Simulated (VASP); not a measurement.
Energy against volume of CoAl (CsCl type). All values below come from PW91 GGA, VASP's PBE PAW potentials (set 64) (plane waves; VASP). Run with 520 eV cut-off, 13×13×13 Γ-centred mesh, first-order Methfessel-Paxton smearing of 0.10 eV, potentials Al Co.

| V (Å³/atom) | E (eV/atom) |
|---|---|
| 11.242 | -5.96255 |
| 11.589 | -5.96877 |
| 11.937 | -5.96328 |
| 12.285 | -5.94779 |

Fit these four points and predict the energy of the run at 10.894 Å³/atom.

A cubic in V^(−2/3), the third-order Birch-Murnaghan form, passes through the four points with V0 = 11.59 Å³/atom and B0 = 180 GPa, and gives -5.9425 eV/atom there. The run gave -5.9426 eV/atom, -0.1 meV/atom from the fit; all five points give B0 = 179 GPa.

The compound is CoAl in the CsCl type structure. It was relaxed first. The run is not spin-polarised, so no magnetic state was tried.
